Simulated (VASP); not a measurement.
All values below come from PBE GGA with D4 dispersion, VASP's PBE PAW potentials (set 64) (plane waves; VASP).

A VASP calculation is set up with these files.

### INCAR
```
SYSTEM=Mg
PREC=Accurate; ENCUT=520; LREAL=.FALSE.
LASPH=.TRUE.
EDIFF=1E-7; NELM=100; ALGO=Normal
ISMEAR=1; SIGMA=0.1
GGA=PE; IVDW=13
IBRION=2; NSW=30; ISIF=4
EDIFFG=-0.01
LWAVE=.FALSE.; LCHARG=.FALSE.
```

**KPOINTS**
```
Automatic mesh
0
Gamma
13 13 7
0 0 0
```

POSCAR:
```
Mg
1
    1.5856519445    -2.7464301869     0.0000000000
    1.5856519445     2.7464301869     0.0000000000
    0.0000000000     0.0000000000     5.0135229109
Mg
2
Direct
  0.3333330000   0.6666670000   0.2500000000
  0.6666670000   0.3333330000   0.7500000000
```

POTCAR, in this order: Mg (PBE.64 set). Program: vasp_std.

What VASP printed:

### OSZICAR
```
       N       E                     dE             d eps       ncg     rms          rms(c)
DAV:   1     0.293494574280E+00    0.29349E+00   -0.12988E+03  1008   0.470E+02
DAV:   2    -0.297637735571E+01   -0.32699E+01   -0.31782E+01  1356   0.307E+01
DAV:   3    -0.300214895079E+01   -0.25772E-01   -0.24407E-01  1428   0.341E+00
DAV:   4    -0.300224818574E+01   -0.99235E-04   -0.99167E-04  1392   0.169E-01
DAV:   5    -0.300224846912E+01   -0.28338E-06   -0.28300E-06  1416   0.788E-03    0.955E-01
DAV:   6    -0.299576748090E+01    0.64810E-02   -0.46735E-04  1308   0.262E-01    0.611E-01
DAV:   7    -0.298831022910E+01    0.74573E-02   -0.18041E-03  1086   0.449E-01    0.330E-02
DAV:   8    -0.298831937448E+01   -0.91454E-05   -0.11892E-05  1656   0.310E-02    0.755E-03
DAV:   9    -0.298831822563E+01    0.11489E-05   -0.12538E-06  1188   0.795E-03    0.627E-04
DAV:  10    -0.298831807552E+01    0.15011E-06   -0.45184E-09   924   0.642E-04    0.120E-04
DAV:  11    -0.298831807141E+01    0.41108E-08   -0.50696E-10   714   0.213E-04
   1 F= -.31474907E+01 E0= -.31467378E+01  d E =-.314749E+01
       N       E                     dE             d eps       ncg     rms          rms(c)
DAV:   1    -0.299020180625E+01   -0.18837E-02   -0.44462E-03  1398   0.365E-01    0.258E-02
DAV:   2    -0.299019645817E+01    0.53481E-05   -0.24051E-05  1182   0.366E-02    0.163E-02
DAV:   3    -0.299019148119E+01    0.49770E-05   -0.59313E-06  1278   0.124E-02    0.318E-04
DAV:   4    -0.299019150373E+01   -0.22542E-07   -0.75815E-08  1020   0.226E-03
   2 F= -.31493598E+01 E0= -.31486980E+01  d E =-.186906E-02
       N       E                     dE             d eps       ncg     rms          rms(c)
DAV:   1    -0.299173644376E+01   -0.15450E-02   -0.13211E-02  1374   0.625E-01    0.359E-02
DAV:   2    -0.299172932169E+01    0.71221E-05   -0.71303E-05  1158   0.626E-02    0.226E-02
DAV:   3    -0.299172024762E+01    0.90741E-05   -0.12822E-05  1248   0.182E-02    0.435E-04
DAV:   4    -0.299172029178E+01   -0.44154E-07   -0.17029E-07  1200   0.335E-03
   3 F= -.31508872E+01 E0= -.31506467E+01  d E =-.339652E-02
```

OUTCAR:
```
------------------------ aborting loop because EDIFF is reached ----------------------------------------
  Edisp (eV):   -0.15917
  FORCE on cell =-STRESS in cart. coord.  units (eV):
  Direction    XX          YY          ZZ          XY          YZ          ZX
  --------------------------------------------------------------------------------------
  Total       0.34074     0.34074     0.36497     0.00000    -0.00000    -0.00000
  in kB      12.50220    12.50220    13.39127     0.00000    -0.00000    -0.00000
  external pressure =       12.80 kB  Pullay stress =        0.00 kB
  volume of cell :       43.67
      direct lattice vectors                 reciprocal lattice vectors
     1.573336943 -2.725099991 -0.000000000     0.317795881 -0.183479506  0.000000000
     1.573336943  2.725099991  0.000000000     0.317795881  0.183479506 -0.000000000
     0.000000000  0.000000000  5.092314874     0.000000000 -0.000000000  0.196374345
 POSITION                                       TOTAL-FORCE (eV/Angst)
 -----------------------------------------------------------------------------------
      1.57334      0.90837      1.27308        -0.000000     -0.000000     -0.000000
      1.57334     -0.90837      3.81924         0.000000      0.000000      0.000000
 -----------------------------------------------------------------------------------
    total drift:                               -0.000000     -0.000006      0.000001
  FREE ENERGIE OF THE ION-ELECTRON SYSTEM (eV)
  ---------------------------------------------------
  free  energy   TOTEN  =        -3.1508872294 eV

  energy  without entropy=       -3.1501655040  energy(sigma->0) =       -3.15064665

 reached required accuracy - stopping structural energy minimisation
```
(Selected blocks of OUTCAR.)

**CONTCAR**
```
Mg
   1.00000000000000
     1.5733369434855653   -2.7250999906851363   -0.0000000000000000
     1.5733369434855653    2.7250999906851363    0.0000000000000000
     0.0000000000000000    0.0000000000000000    5.0923148739950017
  Mg
     2
Direct
     0.3333330000000032    0.6666669999999968    0.2500000000000000
     0.6666669999999968    0.3333330000000032    0.7500000000000000
```

The compound is Mg in the hcp structure. This cell is one point of a volume scan, at 0.94 of the reference volume. Symmetry was kept, so distortions that lower it aren't found.
